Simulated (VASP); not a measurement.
VASP runs on HfS2 (space group P-3m1) share one base input (LDA (Ceperley-Alder, Perdew-Zunger), plane waves, VASP's LDA PAW potentials (set 64)) and change the settings named in each case.

INCAR:
```
ALGO = Normal
EDIFF = 1E-6
ENCUT = 300
ISIF = 2
ISMEAR = -1
LASPH = .True.
LCHARG = .False.
LMAXMIX = 6
LREAL = .False.
LWAVE = .False.
NELM = 100
PREC = Accurate
SIGMA = 0.02
SYSTEM = HfS2
```

**POSCAR**
```
HfS2
5.965830
  0.3102564103  -0.5373798784   0.0000000000
  0.3102564103   0.5373798784   0.0000000000
  0.0000000000   0.0000000000   1.0000000000
Hf S
1 2
direct
  0.0000000000   0.0000000000   0.0000000000
  0.3333330000   0.6666670000   0.2500000000
  0.6666670000   0.3333330000   0.7500000000
```

### KPOINTS
```
Automatic mesh
0
Gamma
8 8 5
0 0 0
```

POTCAR, in this order: Hf_pv S (LDA.64 set). Program: vasp_std.

| change | E(σ→0) (eV/atom) | pressure (GPa) |
|---|---|---|
| base run | -8.2003 | -10.33 |
| GGA = PS, POTCAR Hf_pv S (PBE.64 set) | -7.9628 | -8.19 |
| GGA_COMPAT = .FALSE., LNONCOLLINEAR = .TRUE., LSORBIT = .TRUE., MAGMOM = 0.0 0.0 0.0 0.0 0.0 0.0 0.0 0.0 0.0, program vasp_ncl | -8.4247 | … |
| KPOINTS 1×1×1 Γ-centred mesh | -5.4353 | 8.71 |
| LDAU = .TRUE., LDAUJ = 0 0, LDAUL = 2 -1, LDAUTYPE = 2, LDAUU = 2.0 0 | -7.8204 | -8.31 |

Q: Complete the blanks.

A: 
- GGA_COMPAT = .FALSE., LNONCOLLINEAR = .TRUE., LSORBIT = .TRUE., MAGMOM = 0.0 0.0 0.0 0.0 0.0 0.0 0.0 0.0 0.0, program vasp_ncl, pressure (GPa): -10.31

Energies of different potentials or functionals have different zeros.  Unless said otherwise, spin-orbit coupling is left out, though it shifts the bands of the heavy elements here. At 300 eV the pressure can carry a Pulay error.

Left out are runs that ran out of time, are held back, or changed the cell or the kind of run, fixed moments of cells without a moment, rows past the twelfth, gaps on odd meshes, pressures of charged cells and columns that move by less than the noise.

The structure is a typed HfS2 crystal. The cell was not relaxed at this level, its lattice was scaled by up to 2.5 %.
